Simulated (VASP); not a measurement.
Shape and ions are relaxed at each volume.

Here is the system:

Space group P6₃/mmc (No. 194); a = b = 3.6679 Å, c = 5.7866 Å, α = β = 90.00°, γ = 120.00°

```
atom  site  symmetry       x       y       z
----  ----  --------  ------  ------  ------
Tb      2c      -6m2  0.3333  0.6667  0.2500
```

Calculation: vdW-DF2, VASP's PBE PAW potentials (set 64) (plane waves; VASP). Settings: 520 eV cut-off, 11×11×7 Γ-centred mesh, first-order Methfessel-Paxton smearing of 0.10 eV, potentials Tb_3.

The 4f electrons are frozen in the core of the lanthanide potential, so 4f levels, which can set the real gap, and their magnetism are missing.

Q: Give the energy at these volumes per atom, relative to the lowest: 31.81, 32.83, 33.84, 34.86, 35.87 Å³.

A: 14.7, 3.0, 0.0, 4.6, 15.7 meV/atom. A third-order Birch-Murnaghan fit gives B0 = 40.2 GPa and B0′ = 3.8.

Measured: bulk modulus 38.7 GPa (computed value off by +4.0 %), as given by Wikipedia, Terbium (infobox). The calculation is for a static lattice, while the measured bulk modulus holds thermal and zero-point effects, which are part of the difference.

The compound is Tb in the hcp structure. It was relaxed first, which changed the volume by +6 %.
